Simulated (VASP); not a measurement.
## BaIrPt3: single point with r2SCAN

BaIrPt3:

```
CELL_PARAMETERS angstrom
4.46032 0.00000 0.00000
0.00000 4.46032 0.00000
0.00000 0.00000 4.46032
ATOMIC_POSITIONS crystal
Ir 0.00000 0.00000 0.00000
Ba 0.50000 0.50000 0.50000
Pt 0.50000 0.00000 0.00000
Pt 0.00000 0.50000 0.00000
Pt 0.00000 0.00000 0.50000
```

The cell was built by a generator and needn't be a form met in nature.

```json
{"Program": "VASP 6.6.1", "Task": "single point", "Functional": "r2SCAN", "Potentials or basis": "VASP PAW PBE potentials, release 64 (Ir, Ba_sv, Pt)", "Cutoff": "520 eV", "k mesh": "4 × 4 × 4, shifted", "Occupations": "fermi-dirac, width 0.1 eV", "Spin": "no spin polarisation", "Dipole correction": "no", "Further INCAR settings": "ALGO = Normal; EDIFF = 1e-07; NBANDS = 32"}
```

The pressure is 74.3 GPa and the band gap on the k mesh is none (metal or under the smearing width).

Levels at points of the mesh, in eV from the Fermi level:
```
           k point  band 21  band 22  band 23  band 24  band 25  band 26  band 27  band 28
(0.12, 0.12, 0.12)    -0.60    -0.49    -0.49     0.46     0.46     1.91     2.21     2.21
```

It took 38 s on 1 thread of Intel(R) Xeon(R) 6975P-C (Granite Rapids), on a shared host, peak memory 0.22 GiB.

Caveat: a pressure of tens of GPa on the cell as given is suspect, and the run, the potentials or the cell itself is likely at fault; the PAW data sets were made with another functional, which shifts forces and pressure a little. Spin-orbit coupling is left out, which matters for the levels of Ba, Ir, Pt.
